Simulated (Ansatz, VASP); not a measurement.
## One calculation of In3Cu, two programs

```xyz
4
Lattice="-2.9281 2.9281 2.9281 2.9281 -2.9281 2.9281 2.9281 2.9281 -2.9281" Properties=species:S:1:pos:R:3 pbc="T T T"
In    2.9281    0.0000    0.0000
In    0.0000    2.9281    0.0000
In    0.0000    0.0000    2.9281
Cu    0.0000    0.0000    0.0000
```

Alike in both runs: functional PBE; k mesh 4 × 4 × 4; occupations gaussian, width 0.1 eV; no spin polarisation.

Ansatz relaxed the structure, and its values are those at the end. VASP's run is a single point on that final structure, the one shown.

|  | VASP | Ansatz |
| --- | --- | --- |
| version | VASP 6.6.1 | Ansatz 0.2.0 |
| potentials or method | VASP PAW PBE potentials, release 64 (In_d, Cu) | scalar-relativistic, plane waves, PAW |
| plane-wave cutoff (eV) | 520 | 420 |
| valence electrons in the cell | 50 | 58 |

```csv
,VASP,Ansatz,Ansatz less VASP
gap on the k mesh at the Fermi level (eV),none,none,-
pressure (GPa),-0.1,-0.1,+0.05
```

A gap of «none» marks a metal or a gap that the smearing closes. With one functional, cell and mesh, what is left measures potentials, basis and numerics. The two sets of potentials don't hold the same shells in valence.

Caveats: the k mesh is coarse (spacing up to 0.38 Å⁻¹), so the values aren't converged.
